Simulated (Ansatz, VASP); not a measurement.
# Mg (Magnesium) in two plane-wave programs

Aim: how closely do two programs agree when they are given the same cell, functional and k mesh? The cell is taken from a series of VASP runs on this material, whose earlier steps may have relaxed, scaled or displaced it; both programs get it as it stands.

Method: plane waves, with VASP 6.6.1 beside it; relaxation of cell and atoms at r2SCAN, in Ansatz 0.2.0.

## 1. The starting structure

The structure is hexagonal, space group P6_3/mmc (No. 194). The conventional cell has a = 3.173 Å, b = 3.173 Å, c = 5.159 Å, α = 90.00°, β = 90.00°, γ = 120.00°. Mg has 12 Mg at 3.16 to 3.17 Å nearest.

Structure file:

```
Mg
1.0
     3.17261    0.00000    0.00000
    -1.58630    2.74756    0.00000
     0.00000    0.00000    5.15879
Mg
2
Cartesian
  1.5863 0.9159 3.8691
  0.0000 1.8317 1.2897
```

## 2. VASP: relaxation of cell and atoms, r2SCAN

The relaxed volume is the usual yardstick between codes: its relative difference is about their pressure difference at one cell divided by the bulk modulus.

Lines of VASP's logs that name or quote its potential files are left out, and so is its time.

INCAR reads:

```
SYSTEM = Mg
PREC = Accurate
ENCUT = 450
EDIFF = 1E-06
NELM = 100
ISMEAR = 1
SIGMA = 0.1
LREAL = .FALSE.
ALGO = Normal
METAGGA = R2SCAN
LASPH = .TRUE.
LORBIT = 11
LWAVE = .FALSE.
LCHARG = .FALSE.
KPAR = 2
IBRION = 2
NSW = 50
ISIF = 3
EDIFFG = -0.01
```

POSCAR reads:

```
Mg
1.0
    3.1726081981      0.0000000000      0.0000000000
   -1.5863040991      2.7475592959      0.0000000000
    0.0000000000      0.0000000000      5.1587897538
Mg
2
Direct
    0.6666666667      0.3333333333      0.7500000000
    0.3333333333      0.6666666667      0.2500000000
```

KPOINTS reads:

```
Automatic mesh
0
Gamma
10 10 6
0 0 0
```

PAW data sets: Mg (PBE family, release 64).

Launch:

```bash
$ mpirun -np 2 vasp_std
```

Numbers of over 12 decimals in the logs are rounded to 6 here.

Output:

```text
[banner, memory and clock lines left out]
running    2 mpi-ranks, on    1 nodes
 distrk:  each k-point on    1 cores,    2 groups
 distr:  one band on    1 cores,    1 groups

 POSCAR found type information on POSCAR Mg
 POSCAR found :  1 types and       2 ions
|                                                                             |
|               ----> ADVICE to this user running VASP <----                  |
|                                                                             |
|     You enforced a specific xc type in the INCAR file but a different       |
|     [... a line on the potential file left out ...]
|     I HOPE YOU KNOW WHAT YOU ARE DOING!                                     |
|                                                                             |

 LDA part: xc-table for (None), standard interpolation
 POSCAR, INCAR and KPOINTS ok, starting setup
 FFT: planning ... GRIDC
 FFT: planning ... GRID_SOFT
 FFT: planning ... GRID
 WAVECAR not read
 entering main loop
       N       E                     dE             d eps       ncg     rms          rms(c)
DAV:   1    -0.531503333146E+01   -0.53150E+01   -0.12385E+03   672   0.435E+02
DAV:   2    -0.830385332753E+01   -0.29888E+01   -0.27886E+01   888   0.283E+01
DAV:   3    -0.832434545996E+01   -0.20492E-01   -0.20529E-01   942   0.344E+00
DAV:   4    -0.832442203492E+01   -0.76575E-04   -0.76553E-04   990   0.180E-01
DAV:   5    -0.832442242489E+01   -0.38997E-06   -0.39019E-06   924   0.892E-03    0.945E-01
DAV:   6    -0.827031613129E+01    0.54106E-01   -0.10558E-01   780   0.199E+00    0.697E-01
DAV:   7    -0.828431874726E+01   -0.14003E-01   -0.18744E-02   750   0.167E+00    0.200E-01
DAV:   8    -0.828455905071E+01   -0.24030E-03   -0.32333E-04   906   0.211E-01    0.208E-02
DAV:   9    -0.828455376315E+01    0.52876E-05   -0.12552E-05   834   0.277E-02    0.192E-03
DAV:  10    -0.828455458223E+01   -0.81908E-06   -0.19165E-07   588   0.380E-03
   1 F= -.82845546E+01 E0= -.82839045E+01  d E =-.828455E+01
 curvature:   0.00 expect dE= 0.000E+00 dE for cont linesearch  0.000E+00
 trial: gam= 0.00000 g(F)=  0.460E-44 g(S)=  0.295E-05 ort = 0.000E+00 (trialstep = 0.100E+01)
 search vector abs. value=  0.295E-05
 reached required accuracy - stopping structural energy minimisation
```

From OUTCAR (step 2):

```text
ion  position               nearest neighbor table
   1  0.667  0.333  0.750-   2 3.16   2 3.16   2 3.16   2 3.16   2 3.16   2 3.16
   2  0.333  0.667  0.250-   1 3.16   1 3.16   1 3.16   1 3.16   1 3.16   1 3.16

  LATTYP: Found a hexagonal cell.
 ALAT       =     3.1726081981
 C/A-ratio  =     1.6260406050

 Subroutine GETGRP returns: Found 24 space group operations
 (whereof 12 operations were pure point group operations)

The static configuration has the point symmetry D_3d.
 The point group associated with its full space group is D_6h.

 Found     56 irreducible k-points:

   k-points           NKPTS =     56   k-points in BZ     NKDIM =     56   number of bands    NBANDS=      6

   dimension x,y,z NGX =    24 NGY =   24 NGZ =   36
   dimension x,y,z NGXF=    48 NGYF=   48 NGZF=   72

   ENCUT  =  450.0 eV  33.07 Ry    5.75 a.u.   5.49  5.49  8.92*2*pi/ulx,y,z

   NELECT =       4.0000    total number of electrons

 k-points in reciprocal lattice and weights: Automatic mesh
   0.00000000  0.00000000  0.00000000       0.002
   0.10000000  0.00000000  0.00000000       0.010
   0.20000000  0.00000000  0.00000000       0.010
   0.30000000 -0.00000000  0.00000000       0.010
   0.40000000  0.00000000  0.00000000       0.010
   0.50000000  0.00000000  0.00000000       0.005
   0.10000000  0.10000000  0.00000000       0.010
   0.20000000  0.10000000  0.00000000       0.020
   0.30000000  0.10000000  0.00000000       0.020
[...]
0.40000000  0.20000000  0.50000000       0.010
   0.30000000  0.30000000  0.50000000       0.010

 average (electrostatic) potential at core
       1 -42.3826       2 -42.3826

 E-fermi :   2.8610

 k-point     1 :       0.0000    0.0000    0.0000
  band No.  band energies     occupation
      1      -4.7271      2.00000
      2       0.8058      2.00000
      3       1.5436      2.00000
      4      14.5990      0.00000
      5      14.5990      0.00000
      6      14.8077      0.00000

 k-point     2 :       0.1000    0.0000    0.0000
  band No.  band energies     occupation
      1      -4.5144      2.00000
      2       1.0021      2.00000
      3       1.7453      2.00000
      4      11.6115      0.00000
      5      13.1138      0.00000
      6      13.9258      0.00000

 k-point     3 :       0.2000    0.0000    0.0000
  band No.  band energies     occupation
      1      -3.8791      2.00000
      2       1.5914      2.00000
      3       2.3347      2.00000
      4       8.4080      0.00000
      5      11.8725      0.00000
      6      12.2528      0.00000

  Total       -0.0017567     -0.0017567     -0.0107718      0.0000000      0.0000000      0.0000000
  in kB       -0.0625878     -0.0625878     -0.3837857      0.0000000      0.0000000      0.0000000
  external PRESSURE =      -0.1696538 kB  Pullay stress =       0.0000000 kB

  energy-cutoff  :      450.00
  volume of cell :       44.97
      direct lattice vectors                 reciprocal lattice vectors
     3.172608198  0.000000000  0.000000000     0.315198076  0.181979694  0.000000000
    -1.586304099  2.747559296  0.000000000     0.000000000  0.363959388  0.000000000
     0.000000000  0.000000000  5.158789754     0.000000000  0.000000000  0.193843915

 POSITION                                       TOTAL-FORCE (eV/Angst)
 -----------------------------------------------------------------------------------
      1.58630      0.91585      3.86909         0.000000      0.000000      0.000000
     -0.00000      1.83171      1.28970        -0.000000     -0.000000      0.000000
 -----------------------------------------------------------------------------------
    total drift:                               -0.000000      0.000000     -0.000000

  FREE ENERGIE OF THE ION-ELECTRON SYSTEM (eV)
  ---------------------------------------------------
  free  energy   TOTEN  =        -8.2845545822 eV

  energy  without entropy=       -8.2826044359  energy(sigma->0) =       -8.28390453

 reached required accuracy - stopping structural energy minimisation

 total charge
# of ion       s       p       d       tot
------------------------------------------
    1        0.195   0.132   0.012   0.339
    2        0.195   0.132   0.012   0.339
--------------------------------------------------
tot          0.391   0.264   0.023   0.678

[... 3 further parts left out ...]
```

CONTCAR:

```
Mg
   1.00000000000000
     3.1726081980999998    0.0000000000000000    0.0000000000000000
    -1.5863040990999999    2.7475592958999999    0.0000000000000000
     0.0000000000000000    0.0000000000000000    5.1587897537999998
  Mg
     2
Direct
     0.6666666667000030    0.3333333332999970    0.7500000000000000
     0.3333333332999970    0.6666666667000030    0.2500000000000000
```

The run keeps the 24 symmetry operations of its start, so it cannot find a distortion of lower symmetry.

## 3. Ansatz: relaxation of cell and atoms, r2SCAN

Ansatz runs on its default PAW (the set named soft_2) files.

The same cell, functional, mesh and smearing now go to Ansatz, which takes its cutoff from its data sets.

input.yaml reads:

```yaml
crystal:
  lattice:
    - [3.1726081981, 0.0, 0.0]
    - [-1.5863040991, 2.7475592959, 0.0]
    - [0.0, 0.0, 5.1587897538]
  atoms:
    - { symbol: Mg, position: [0.6666666667, 0.3333333333, 0.75] }
    - { symbol: Mg, position: [0.3333333333, 0.6666666667, 0.25] }
hamiltonian:
  xc: r2scan
  pseudopotentials: { kind: paw }
kpoints:
  mp_grid: { grid: [10, 10, 6] }
scf:
  occupations: { method: methfessel_paxton, width: 0.1 }
relax:
  f_tol: 0.01
  max_steps: 60
  cell: { stress_tol: 0.05 }
output:
  forces: true
  stress: true
  write_density: true
  write_potential: true
  elf: true
  volumetric_format: npy
```

Launch:

```bash
$ ansatz run input.yaml --threads 4 --pin off --max-ram 9216MiB --backend cpu --events-out ev --progress --plain --runs-dir out
```

Output:

```text
Engine: ansatz 0.2.0, x86_64-unknown-linux-gnu
Pseudopotentials: kind: paw
Pseudopotential: Mg, paw, valence charge 10, recommended cutoff 500 eV (meta_gga), Mg.paw.azcp
Functional definition: r2SCAN
  parameter k0 = 0.174
  parameter k1 = 0.065
  parameter a1 = 4.9479
  exchange = r2scan_x(k0 = k0, k1 = k1, a1 = a1)
  correlation = r2scan_c
Crystal: 2 atoms, lattice volume = 44.969 Å³
Basis set: ecut = 500 eV, 1105 PW (Γ), exchange–correlation on 96×96×160 points (64 copies of the dense FFT grid, shifted against one another)
Bands: 14, of which v1, the nominal top of the filled ones, is band 10 counted from 1 (9 counted from 0)
Symmetry: 24 space group operations
Space group: P63/mmc (ITA 194), of the structure as read, at distance tolerance 3.6e-5 Å
k-points: 56 of 600
Non-local potential: Mg, projectors of the file, l = 0: 3, l = 1: 2, l = 2: 1
PAW form: soft (Blöchl's): semilocal exchange-correlation on the pseudo side does not see the compensation charge
PAW frozen core: Mg, regenerated for the run's functional (the file was generated under x = pbe(κ = 0.804, μ = 0.219515), c = pbe(β = 0.066725))
PAW one-centre angular grid: Mg, 302 points (default); XC on 224 Gauss nodes
Initial density: superposition of atomic densities (neutral atoms: chi_scale 0, normalization atom), corrected by the library's trained network
Initial wavefunctions: pseudopotential atomic-orbital guess
Functional: x = r2scan, c = r2scan; τ floored in thin density (d = 2e-4 eV/Å³)
SCF iter   1: F=—  HF=-3852.792873 eV  |F-HF|=—  |Δ(HF+E_count)|=         —  Δρ=7.42e-3  dr2=7.90e-3  dr2_τ=6.54e-4  ethr=1.77e-3  ⟨swp⟩=5.0  Hψ=4251  notcnv=0
preconditioner: auto → none  [metal: Δε(μ)=0.017 eV  Ē_g=7.504 eV  σ=0.100 eV  W_gap=0.15  n_scr=8 (ndim 8)  ℏωp=11.1 eV  f_vac=0.000  D(μ)=1.99/eV (n_scr^D=22)  sad-step TF]
SCF iter   2: F=—  HF=-3852.800509 eV  |F-HF|=—  |Δ(HF+E_count)|=   7.64e-3  S|Δr|=    0.00e0  Δρ=3.09e-3  dr2=1.95e-3  dr2_τ=5.52e-5  ethr=3.95e-5  ⟨swp⟩=2.0  Hψ=2016  notcnv=0
SCF iter   3: F=—  HF=-3852.800980 eV  |F-HF|=—  |Δ(HF+E_count)|=   4.71e-4  S|Δr|=    0.00e0  Δρ=6.31e-4  dr2=1.12e-4  dr2_τ=3.94e-6  ethr=9.76e-6  ⟨swp⟩=2.2  Hψ=1270  notcnv=0
SCF iter   4: F=—  HF=-3852.801050 eV  |F-HF|=—  |Δ(HF+E_count)|=   7.01e-5  S|Δr|=    0.00e0  Δρ=5.68e-5  dr2=1.13e-6  dr2_τ=3.93e-8  ethr=5.58e-7  ⟨swp⟩=2.0  Hψ=961  notcnv=0
SCF iter   5: F=—  HF=-3852.801051 eV  |F-HF|=—  |Δ(HF+E_count)|=   7.48e-7  S|Δr|=    0.00e0  Δρ=4.75e-6  dr2=6.48e-9  dr2_τ=3.81e-10  ethr=5.00e-10  ⟨swp⟩=8.0  Hψ=4468  notcnv=0
SCF iter   6: F=-3852.801051 eV  HF=-3852.801051 eV  |F-HF|=8.19e-12  |Δ(HF+E_count)|=   8.74e-9  S|Δr|=    0.00e0  Δρ=3.35e-7  dr2=6.22e-11  dr2_τ=1.64e-12  ethr=3.24e-11  ⟨swp⟩=4.9  Hψ=4049  notcnv=0
SCF 1 converged in 6 iterations: F = -3852.801051 eV  dr2 = 6.22e-11
  greatest PAW one-centre occupation: 1.000 electrons in one spin orbital (limit 2), on the Mg atom at site 1 (counted from 0), in its partial waves of l = 0
relax step   1: F+E_penalty+E_count = -3852.80105084 eV  Δ(F+E_penalty+E_count) = +0.000e0 eV  max|allowed force component| = 1.619e-17 eV/Å  Δτ_max = 0.0000 Å  P = +0.252 GPa  Ω = 44.969 Å³  (6 SCF iters, dr2 threshold 1.00e-7 eV, accepted)
[...]
relax step   2: F+E_penalty+E_count = -3852.80123433 eV  Δ(F+E_penalty+E_count) = -1.835e-4 eV  max|allowed force component| = 3.643e-17 eV/Å  Δτ_max = 0.0000 Å  P = +0.025 GPa  Ω = 45.224 Å³  energy of the carried Pulay correction = -4.599e-5 eV  (3 SCF iters, dr2 threshold 1.91e-7 eV, accepted)
[...]
relax step   3: F+E_penalty+E_count = -3852.80127871 eV  Δ(F+E_penalty+E_count) = -4.438e-5 eV  max|allowed force component| = 3.643e-17 eV/Å  Δτ_max = 0.0000 Å  P = +0.025 GPa  Ω = 45.224 Å³  stress off target by 4.33e-2 GPa  SCF on the basis re-selected at this cell (its energy is not comparable with the rows above)  (4 SCF iters)
basis re-selected at this cell: Δ(F+E_penalty+E_count) = -4.438e-5 eV, ΔP = -0.000 GPa vs the last step (what re-selecting the basis moved, of the pressure what is left beyond the Pulay correction that the steps carried, after the strain that the cell walked since its last selection, with what the two solves' SCF thresholds leave and, on support functions, any second-order correction that the steps lacked; it is no m [...]
SCF converged after 4 iterations
Stability not checked: this state was not tested for a lower state beside it, because cold or Methfessel-Paxton smearing, or corrected tetrahedra, fill the levels in a way that the test cannot read (fill_not_monotonic; see scf.lower_state_search)
Free energy (F): -3852.801279 eV
Harris-Foulkes:  -3852.801279 eV  (|F-HF|=0.00e0)
Internal energy: -3852.799307 eV  (E = F + TS)
E sigma→0 (E₀):  -3852.800786 eV
Entropy (-TS):   -0.001972 eV (-0.986 meV/atom)
Fermi energy:    5.898626 eV
--- Per-component energies (eV) ---
  E_band       = -740.707658
  E_kinetic    = 148.764842
  E_local      = -3231.588586  (includes V_loc(G=0)·N_el)
  E_nonlocal   = 191.771950
  E_hartree    = 1154.369867
  E_xc         = -52.841760
  E_vxc        = -76.718434  (∫ρ·V_xc dr)
  E_paw        = -592.515382  (= ΣΔE_a)
  E_vpaw       = -86.683238  (= ΣTr[D̂ρ^β])
  E_aug_tail   = -0.000003  (compensation charges beyond the density's cutoff)
  E_vtau       = 5.006056  (kinetic-family band-sum trace: ∫τ·v_τ [+ j·A + Jᵃ·Aᵃ] dr)
  E_ewald      = -1470.707819
  E_core_change = -0.052416  (= ΣΔE_core)
  E_smearing   = -0.001972  (= −TS)
  E_closure    = -0.000000  (closes the sum)
  Σ components = -3852.801279   (vs F -3852.801279, Δ=0.00e0)
--- Forces (eV/Å), atoms counted from 1 ---
  atom   1  Mg    -0.00000000    -0.00000000     0.00000000
  atom   2  Mg     0.00000000     0.00000000    -0.00000000
  max |Σ_I F_I| component: 4.63e-18 eV/Å
--- Stress (GPa, compression-positive) ---
        0.043266      -0.000000       0.000000
       -0.000000       0.043266       0.000000
        0.000000       0.000000      -0.011420
  P = ⅓ Tr σ = 0.0250 GPa (0.250 kbar)
--- Band table (eV; the first three rows and the last of 56) ---
  k-point 0: bands = [... 6 lower, -38.2621, -38.2617, -1.6675, 3.8597, 4.5925, 17.5628, 17.5628, 17.7838]
  k-point 1: bands = [... 6 lower, -38.2624, -38.2624, -1.4996, 2.4268, 6.3142, 16.8764, 17.6872, 17.6872]
  k-point 2: bands = [... 6 lower, -38.2634, -38.2634, -0.9978, 0.9796, 8.6270, 14.0213, 18.0218, 18.0218]
  k-point 55: bands = [... 6 lower, -38.2690, -38.2690, 5.2058, 5.2058, 6.9093, 6.9093, 8.1257, 8.1257]
--- Relaxed structure (2 steps of the walk, 2 accepted, 1 SCFs on fresh bases) ---
  F+E_penalty+E_count = -3852.80127871 eV   max|allowed force component| = 3.643e-17 eV/Å   (the final SCF, on the basis selected at the relaxed cell)
  cell:  # Å, volume = 45.2237 Å³
    - [3.179432, 2.8929606380105546e-11, 0]
    - [-1.589716, 2.753469, 0]
    - [0.0, 0, 5.165783]
  atoms:
    - { symbol: Mg, position: [0.666667, 0.333333, 0.750000] }
    - { symbol: Mg, position: [0.333333, 0.666667, 0.250000] }
```

Run time: 2.8 s. Hardware: 4 threads of AMD EPYC 9R45, shared host; peak memory 0.48 GiB; 6.1 s of CPU time.

## 4. Side by side

Known differences besides the potentials themselves: VASP keeps PBE cores, Ansatz makes them for the functional; both relaxations stop at a tolerance, which leaves soft axes loose, and VASP keeps its plane-wave basis; the data sets hold 20 valence electrons in Ansatz (default PAW (the set named soft_2) files) and 4 in VASP; the cutoff is 500 eV in Ansatz and 450 eV in VASP; Ansatz adds a Pulay correction to the stress that steers its cell, VASP none. Total energies have different zeros and are not compared.

Compared:

```
                                         quantity  Ansatz   VASP  difference
                                      volume (Å³)   45.22  44.97     +0.57 %
edge a after relaxation, in the typed setting (Å)   3.179  3.173     +0.21 %
edge c after relaxation, in the typed setting (Å)   5.166  5.159     +0.14 %
```

The walks stopped with 0.03 GPa left in Ansatz and -0.02 GPa in VASP; each walk ends within a tolerance, so the volume difference is uncertain by about these residues over the bulk modulus, most in soft cells.

## 5. What came out

```yaml
difference_in_volume_relaxation_of_cell_and_atoms_r2scan: 0.57 %
```

What this shows: The difference in volume is 0.57 % (relaxation of cell and atoms, r2SCAN), within the 1.2 % picked in this series as the mark of a large difference, as far as the stopping tolerances let one tell. How closely two codes agree says nothing of how well the functional describes the real material.

[Lines on the potential files, build, host, timing and source positions are cut from VASP's logs without a mark.]

[Logs are printed without paths, hosts, clocks, repeated set-up lines and the standing remarks that a program may print on its own settings, such as how far it seeks lower states.]

[Hosts, paths, dates, database ids (printed as entryN), source tags and the programs' standing remarks are cut or masked in the printed files.]
